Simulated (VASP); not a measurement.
Given:

```
CELL_PARAMETERS angstrom
     -2.27980     2.96755     4.59370
      2.27980    -2.96755     4.59370
      2.27980     2.96755    -4.59370
ATOMIC_POSITIONS crystal
  Pt 0.73034 0.50000 0.23034
  Pt 0.26966 0.50000 0.76966
  Cd 0.00000 0.00000 0.00000
  Sr 0.69995 0.19995 0.50000
  Sr 0.30005 0.80005 0.50000
```

Method: LDA (Ceperley-Alder, Perdew-Zunger), VASP's LDA PAW potentials (set 64) (plane waves; VASP). Run with 300 eV cut-off, 5×5×5 Γ-centred mesh, Gaussian smearing of 0.050 eV, potentials Pt Cd Sr_sv.

At this cut-off the stress carries a Pulay error, which pulls relaxed volumes low.

Question: Give the force on each atom (eV/Å).

Answer: 
| atom | Fx | Fy | Fz |
|---|---|---|---|
| Pt1 | 0.000 | -0.209 | 0.000 |
| Pt2 | 0.000 | 0.209 | 0.000 |
| Cd3 | 0.000 | 0.000 | 0.000 |
| Sr4 | 0.000 | 0.000 | -0.013 |
| Sr5 | 0.000 | 0.000 | 0.013 |

Question: Give the stress tensor in GPa (positive for a compressed cell).

Answer: 
```
-4.30   0.00   0.00
 0.00  -5.16   0.00
 0.00   0.00  -3.65
```
The pressure is its mean diagonal, -4.37 GPa.

The structure comes from a measured Sr2CdPt2 entry (Immm) of the Crystallography Open Database, whose conditions weren't checked. The cell was not relaxed at this level. The k-mesh is coarse (spacing up to 0.35 per Å, 2π included), so the numbers may not be converged in it.
